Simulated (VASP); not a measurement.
Given:

```xyz
2
Lattice="0.0000 3.2448 3.2448 3.2448 0.0000 3.2448 3.2448 3.2448 0.0000" Properties=species:S:1:pos:R:3 pbc="T T T"
Cd     0.0000     0.0000     0.0000
Te     1.6224     1.6224     1.6224
```

The numbers are results of PBE GGA, VASP's PBE PAW potentials (set 64) (plane waves; VASP 6.6.1), not measurements. Run with 520 eV cut-off, 7×7×7 Γ-centred mesh, Gaussian smearing of 0.050 eV, potentials Cd Te.

Unless said otherwise, spin-orbit coupling is left out, though it shifts the bands of the heavy elements here.

Task: Estimate the energy per atom (σ→0), pressure, band gap (on the k-mesh) with the smallest direct gap where there is one.

Result: 
```json
{
 "band gap (on the k-mesh)": "0.76 eV",
 "smallest direct gap (on the k-mesh)": "0.76 eV",
 "energy per atom (σ→0)": "-2.389 eV/atom",
 "pressure": "2.52 GPa"
}
```

Total energies compare only between runs with the same potentials, cut-off and functional.

The compound is CdTe in the zinc blende structure. This cell is one point of a volume scan, at 0.94 of the reference volume.
